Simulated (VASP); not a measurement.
K2S (antifluorite): the bulk modulus from VASP (plane waves, PAW) at several levels of theory. Static lattice, third-order Birch-Murnaghan fit over five volumes.

```
level                  bulk modulus (GPa)
---------------------  ------------------
LDA                                  23.6
PBE                                  18.3
PBEsol                               20.0
revPBE                               15.9
PBE-D3 (zero damping)                18.2
optB86b-vdW                          20.3
vdW-DF-cx                            19.0
```

The cell of the LDA run:

```xyz
3
Lattice="0.0000 3.6011 3.6011 3.6011 0.0000 3.6011 3.6011 3.6011 0.0000" Properties=species:S:1:pos:R:3 pbc="T T T"
K      1.8006     1.8006     1.8006
K      5.4017     5.4017     5.4017
S      0.0000     0.0000     0.0000
```

Only levels that ran to the end are used. Left out are those held back, those with too coarse a band path, GW runs whose mesh misses a band edge, hybrids' fits of cells that aren't cubic and levels without matching references; a question may draw on a part of the rest.

The compound is K2S in the antifluorite structure.
